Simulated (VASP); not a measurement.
The input files of a VASP run:

INCAR:
```
! general
SYSTEM  = HgO
PREC    = Accurate
ENCUT   = 520
LREAL   = F
LASPH   = T

! electronic loop
EDIFF   = 1E-7
NELM    = 100
ALGO    = Normal
LMAXMIX = 6

! smearing
ISMEAR  = -5

! functional
GGA     = PS

! ions
ISIF    = 2

! output
LWAVE   = F
LCHARG  = T
LORBIT  = 11
NEDOS   = 601

! other
LEFG    = T
```

File POSCAR:
```
HgO
3.5974710
  0.9999999665   0.0000000000   0.0000000000
 -0.4999999832   0.8660253270   0.0000000000
  0.0000000000   0.0000000000   2.4272310687
Hg O
3 3
Cartesian
  0.1232010864   0.2133905294   1.2136155343
  0.2535978105   0.8660253270   2.0226917481
 -0.3767988969   0.6526347976   0.4045393205
  0.2670195954   0.4624914803   0.0000000000
 -0.0340392074   0.8660253270   0.8090762138
  0.7670195786   0.4035338467   1.6181548548
```

**KPOINTS**
```
Automatic mesh
0
gamma
8 8 3
```

POTCAR, in this order: Hg O (PBE.64 set). Program: vasp_std.

### Question
Write an equivalent input for Ansatz.

### Answer
One equivalent input (not run):
Ansatz 0.2 input:
```yaml
crystal:
  lattice:
    - [3.5974709, 0.0000000, 0.0000000]
    - [-1.7987354, 3.1155010, 0.0000000]
    - [0.0000000, 0.0000000, 8.7318934]
  atoms:
    - { symbol: Hg, position: [0.2464022, 0.2464022, 0.5000000] }
    - { symbol: Hg, position: [0.7535978, 1.0000000, 0.8333330] }
    - { symbol: Hg, position: [0.0000000, 0.7535978, 0.1666670] }
    - { symbol: O, position: [0.5340392, 0.5340392, 0.0000000] }
    - { symbol: O, position: [0.4659608, 1.0000000, 0.3333330] }
    - { symbol: O, position: [1.0000000, 0.4659608, 0.6666670] }
kpoints:
  mp_grid: { grid: [8, 8, 3] }
hamiltonian:
  xc: pbesol
  pseudopotentials: { kind: paw }
scf:
  occupations: { method: tetrahedron }
  max_iter: 100
output: { forces: true, stress: true, eigenvalues: true }
```
What does not carry over: each code has its own PAW files, so the cut-off isn't converted (ENCUT is set for VASP's; basis.ecutwfc is left out, and Ansatz then takes the one that its files recommend); Ansatz stops its SCF on the density residual and VASP on the energy change (EDIFF); the field gradients of LEFG aren't asked of the other code.

The structure comes from a computed database's HgO entry (P3_121); how it stands against other phases isn't given here. It was relaxed first.
